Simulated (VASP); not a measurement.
Level of theory: PBE GGA, VASP's PBE PAW potentials (set 64) (plane waves; VASP).

The input files of a VASP run:

File POSCAR:
```
MgI2
1.0
  4.2086479852   0.0000000000   0.0000000000
 -2.1043239926   3.6447956277   0.0000000000
  0.0000000000   0.0000000000   7.5704610758
Mg I
1 2
Cart
  0.0000000000   0.0000000000   0.0000000000
 -0.0000021043   2.4298649667   1.8320515803
  2.1043260969   1.2149306610   5.7384094955
```

File KPOINTS:
```
K-points
0
Gamma
8 8 4
0 0 0
```

INCAR:
```
SYSTEM = MgI2
PREC = Normal
ENCUT = 400
EDIFF = 1E-5
NELM = 100
ALGO = Fast
LREAL = .FALSE.
LASPH = .TRUE.
ISMEAR = 0
SIGMA = 0.05
GGA = PE
LMAXMIX = 4
LWAVE = .FALSE.
LCHARG = .FALSE.
NELMIN = 4
IBRION = 2
ISIF = 2
NSW = 20
EDIFFG = -0.03
```

POTCAR, in this order: Mg I (PBE.64 set). Program: vasp_std.

Without a dispersion term in the relaxation, distances and binding between the weakly bound layers, chains or molecules are unreliable, and so is what depends on them.

**Question.** What does the run give for the energy per atom (σ→0)?

**Answer.** 
* **energy per atom (σ→0)**: -2.579 eV/atom

**OSZICAR**
```
...
       N       E                     dE             d eps       ncg     rms          rms(c)
DAV:   1    -0.773287794529E+01    0.16685E-02   -0.14147E+00  1032   0.698E+00    0.535E-01
RMM:   2    -0.773803154197E+01   -0.51536E-02   -0.58032E-02   840   0.167E+00    0.110E-01
RMM:   3    -0.773842880232E+01   -0.39726E-03   -0.50967E-03   840   0.669E-01    0.128E-01
RMM:   4    -0.773844391723E+01   -0.15115E-04   -0.11268E-03   840   0.323E-01    0.605E-02
RMM:   5    -0.773846624031E+01   -0.22323E-04   -0.21645E-04   867   0.151E-01    0.327E-02
RMM:   6    -0.773847362943E+01   -0.73891E-05   -0.54409E-05   739   0.713E-02
   4 F= -.77384736E+01 E0= -.77384736E+01  d E =-.118259E+00
```

The compound is MgI2 in the 1T layered structure. This run relaxes the ions in a fixed cell. Symmetry was kept, so distortions that lower it aren't found.
